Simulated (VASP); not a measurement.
Output of a VASP run:

OUTCAR:
```
 ion  position               nearest neighbor table
   1  0.000  0.000  0.000-   2 2.14   2 2.14   2 2.14   2 2.14   2 2.14   2 2.14
   2  0.500  0.500  0.500-   1 2.14   1 2.14   1 2.14   1 2.14   1 2.14   1 2.14
  LATTYP: Found a face centered cubic cell.
 ALAT       =     4.2719935898
 Subroutine PRICEL returns:
 Original cell was already a primitive cell.
 Subroutine GETGRP returns: Found 48 space group operations
The static configuration has the point symmetry O_h .
The dynamic configuration has the point symmetry O_h .
 Subroutine INISYM returns: Found 48 space group operations
 Subroutine IBZKPT returns following result:
 Found    120 irreducible k-points:

 Following reciprocal coordinates:
            Coordinates               Weight
  0.000000  0.000000  0.000000      1.000000
  0.066667  0.000000  0.000000      8.000000
  0.133333  0.000000  0.000000      8.000000
  0.200000  0.000000  0.000000      8.000000
  0.266667  0.000000  0.000000      8.000000
  0.333333  0.000000  0.000000      8.000000
  0.400000  0.000000  0.000000      8.000000
  0.466667  0.000000  0.000000      8.000000
  0.066667  0.066667  0.000000      6.000000
  0.133333  0.066667  0.000000     24.000000
  0.200000  0.066667  0.000000     24.000000
  0.266667  0.066667  0.000000     24.000000
  0.333333  0.066667  0.000000     24.000000
  0.400000  0.066667  0.000000     24.000000
  0.466667  0.066667  0.000000     24.000000
 -0.466667  0.066667  0.000000     24.000000
 -0.400000  0.066667  0.000000     24.000000
 -0.333333  0.066667  0.000000     24.000000
 -0.266667  0.066667  0.000000     24.000000
 -0.200000  0.066667  0.000000     24.000000
 -0.133333  0.066667  0.000000     24.000000
 -0.066667  0.066667  0.000000     12.000000
  0.133333  0.133333  0.000000      6.000000
  0.200000  0.133333  0.000000     24.000000
  0.266667  0.133333  0.000000     24.000000
  0.333333  0.133333  0.000000     24.000000
  0.400000  0.133333  0.000000     24.000000
  0.466667  0.133333  0.000000     24.000000
 -0.466667  0.133333  0.000000     24.000000
 -0.400000  0.133333  0.000000     24.000000
 -0.333333  0.133333  0.000000     24.000000
 -0.266667  0.133333  0.000000     24.000000
 -0.200000  0.133333  0.000000     24.000000
 -0.133333  0.133333  0.000000     12.000000
  0.200000  0.200000  0.000000      6.000000
  0.266667  0.200000  0.000000     24.000000
  0.333333  0.200000  0.000000     24.000000
  0.400000  0.200000  0.000000     24.000000
  0.466667  0.200000  0.000000     24.000000
 -0.466667  0.200000  0.000000     24.000000
   k-points           NKPTS =    120   k-points in BZ     NKDIM =    120   number of bands    NBANDS=     12
   number of dos      NEDOS =    301   number of ions     NIONS =      2
   total plane-waves  NPLWV =  13824
   dimension x,y,z NGX =    24 NGY =   24 NGZ =   24
   dimension x,y,z NGXF=    48 NGYF=   48 NGZF=   48
   ions per type =               1   1
   PREC   = accura    normal or accurate (medium, high low for compatibility)
   ISTART =      0    job   : 0-new  1-cont  2-samecut
   ICHARG =      2    charge: 1-file 2-atom 10-const
   ISPIN  =      1    spin polarized calculation?
   LNONCOLLINEAR =      F non collinear calculations
   LSORBIT =      F    spin-orbit coupling
   INIWAV =      1    electr: 0-lowe 1-rand  2-diag
   ENCUT  =  520.0 eV  38.22 Ry    6.18 a.u.   5.62  5.62  5.62*2*pi/ulx,y,z
   NELM   =    100;   NELMIN=  2; NELMDL= -5     # of ELM steps
   EDIFF  = 0.1E-06   stopping-criterion for ELM
   LREAL  =      F    real-space projection
   NLSPLINE    = F    spline interpolate recip. space projectors
   LMAXMIX     =    4 max onsite mixed and CHGCAR
   VOSKOWN=      0    Vosko Wilk Nusair interpolation
   EDIFFG = 0.1E-05   stopping-criterion for IOM
   NSW    =      0    number of steps for IOM
   NBLOCK =      1;   KBLOCK =      1    inner block; outer block
   IBRION =     -1    ionic relax: 0-MD 1-quasi-New 2-CG
...
```

OSZICAR:
```
       N       E                     dE             d eps       ncg     rms          rms(c)
DAV:   1     0.144488887259E+03    0.14449E+03   -0.89074E+03  2880   0.168E+03
DAV:   2    -0.739348427512E+01   -0.15188E+03   -0.14520E+03  3040   0.416E+02
DAV:   3    -0.203479995379E+02   -0.12955E+02   -0.12462E+02  3520   0.117E+02
DAV:   4    -0.209868548495E+02   -0.63886E+00   -0.63238E+00  3992   0.248E+01
DAV:   5    -0.210047233590E+02   -0.17869E-01   -0.17867E-01  3684   0.369E+00    0.180E+01
DAV:   6    -0.161793282418E+02    0.48254E+01   -0.32621E+01  3536   0.709E+01    0.673E+00
DAV:   7    -0.158507790397E+02    0.32855E+00   -0.37299E+00  3500   0.244E+01    0.469E+00
DAV:   8    -0.159051618220E+02   -0.54383E-01   -0.11248E+00  3172   0.152E+01    0.330E+00
DAV:   9    -0.158155645527E+02    0.89597E-01   -0.24156E-01  3140   0.744E+00    0.108E+00
DAV:  10    -0.158113536938E+02    0.42109E-02   -0.78019E-02  3192   0.410E+00    0.547E-01
DAV:  11    -0.158098065471E+02    0.15471E-02   -0.77615E-03  3248   0.123E+00    0.135E-01
DAV:  12    -0.158097236663E+02    0.82881E-04   -0.10908E-03  4104   0.504E-01    0.423E-02
DAV:  13    -0.158097097501E+02    0.13916E-04   -0.14909E-04  3668   0.178E-01    0.133E-02
DAV:  14    -0.158097099227E+02   -0.17256E-06   -0.82699E-06  3388   0.339E-02    0.261E-03
DAV:  15    -0.158097098247E+02    0.97955E-07   -0.74991E-07  3532   0.101E-02
   1 F= -.15809710E+02 E0= -.15809837E+02  d E =0.381349E-03
```

File OUTCAR:
```
------------------------ aborting loop because EDIFF is reached ----------------------------------------
  FORCE on cell =-STRESS in cart. coord.  units (eV):
  Direction    XX          YY          ZZ          XY          YZ          ZX
  --------------------------------------------------------------------------------------
  Total       -0.9803400     -0.9803400     -0.9803400     -0.0000000     -0.0000000      0.0000000
  in kB      -80.5852452    -80.5852452    -80.5852452     -0.0000000     -0.0000000      0.0000000
  external PRESSURE =     -80.5852452 kB  Pullay stress =       0.0000000 kB
  volume of cell :       19.49
      direct lattice vectors                 reciprocal lattice vectors
     0.000000000  2.135996795  2.135996795    -0.234082748  0.234082748  0.234082748
     2.135996795  0.000000000  2.135996795     0.234082748 -0.234082748  0.234082748
     2.135996795  2.135996795  0.000000000     0.234082748  0.234082748 -0.234082748
 POSITION                                       TOTAL-FORCE (eV/Angst)
 -----------------------------------------------------------------------------------
      0.00000      0.00000      0.00000        -0.000000     -0.000000      0.000000
      2.13600      2.13600      2.13600         0.000000      0.000000      0.000000
 -----------------------------------------------------------------------------------
    total drift:                                0.000000     -0.000000     -0.000000
  FREE ENERGIE OF THE ION-ELECTRON SYSTEM (eV)
  ---------------------------------------------------
  free  energy   TOTEN  =       -15.8097098247 eV

  energy  without entropy=      -15.8100911740  energy(sigma->0) =      -15.80983694
```
(Selected blocks of OUTCAR.)

POSCAR:
```
TiN
1
    0.0000000000     2.1359967949     2.1359967949
    2.1359967949     0.0000000000     2.1359967949
    2.1359967949     2.1359967949     0.0000000000
Ti N
1 1
Direct
  0.0000000000   0.0000000000   0.0000000000
  0.5000000000   0.5000000000   0.5000000000
```

Task: Write an INCAR and KPOINTS that could have produced this output.

Result: Several could match; the one computed here: the input of the run itself, optB86b-vdW, plane waves, VASP's PBE PAW potentials (set 64).

### INCAR
```
SYSTEM = TiN
PREC = Accurate
ENCUT = 520
EDIFF = 1E-7
NELM = 100
ALGO = Normal
LREAL = .FALSE.
LASPH = .TRUE.
ISMEAR = 1
SIGMA = 0.1
GGA = MK
PARAM1 = 0.1234
PARAM2 = 1.0
LUSE_VDW = .TRUE.
AGGAC = 0.0
LMAXMIX = 4
LWAVE = .FALSE.
LCHARG = .FALSE.
ISIF = 2
```

### KPOINTS
```
Automatic mesh
0
Gamma
15 15 15
0 0 0
```

POTCAR, in this order: Ti_sv N (PBE.64 set). Program: vasp_std.

The compound is TiN in the rock salt structure. This cell is one point of a volume scan, at 1.03 of the reference volume. The electron count is odd and the run is not spin-polarised, which forces a metal.
